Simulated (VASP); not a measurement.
Here is the system:

```yaml
crystal:
  lattice:
    - [5.33300, 0.00000, 0.00000]
    - [0.00000, 5.33300, 0.00000]
    - [0.00000, 0.00000, 5.33300]
  atoms:
    - { symbol: Pb, position: [0.00000, 0.00000, 0.00000] }
    - { symbol: Pb, position: [0.50000, 0.50000, 0.50000] }
    - { symbol: Nb, position: [0.25000, 0.00000, 0.50000] }
    - { symbol: Nb, position: [0.50000, 0.75000, 0.00000] }
    - { symbol: Nb, position: [0.75000, 0.00000, 0.50000] }
    - { symbol: Nb, position: [0.50000, 0.25000, 0.00000] }
    - { symbol: Nb, position: [0.00000, 0.50000, 0.75000] }
    - { symbol: Nb, position: [0.00000, 0.50000, 0.25000] }
```

Level of theory: LDA (Ceperley-Alder, Perdew-Zunger), VASP's LDA PAW potentials (set 64) (plane waves; VASP 6.6.1). Numerical set-up: 300 eV cut-off, 4×4×4 Γ-centred mesh, Fermi-Dirac smearing of 0.14 eV, potentials Pb_d Nb_sv.

**Question.** Give the energies of bands 47 to 60 at the high-symmetry points, in eV from the Fermi level.

**Answer.** 
| band | Γ | X | M | R |
|---|---|---|---|---|
| 47 | -1.94 | -1.19 | -1.61 | -1.41 |
| 48 | -1.94 | -1.19 | -1.02 | -1.41 |
| 49 | -1.51 | -1.00 | -0.01 | 0.02 |
| 50 | -0.52 | -1.00 | -0.01 | 0.02 |
| 51 | -0.52 | -0.89 | 0.07 | 0.02 |
| 52 | -0.52 | -0.89 | 0.10 | 0.02 |
| 53 | -0.17 | -0.45 | 0.10 | 0.02 |
| 54 | -0.17 | -0.45 | 0.59 | 0.02 |
| 55 | 1.34 | 1.36 | 0.62 | 0.11 |
| 56 | 2.10 | 1.36 | 0.62 | 0.11 |
| 57 | 2.10 | 1.99 | 0.70 | 0.11 |
| 58 | 2.10 | 1.99 | 0.77 | 0.11 |
| 59 | 3.23 | 2.47 | 0.97 | 2.29 |
| 60 | 3.27 | 2.53 | 1.23 | 2.29 |

It has no gap at this level: it comes out as a metal or semimetal.

The structure comes from a measured Nb3Pb entry (Pm-3n) of the Crystallography Open Database, whose conditions weren't checked. The cell was not relaxed at this level.
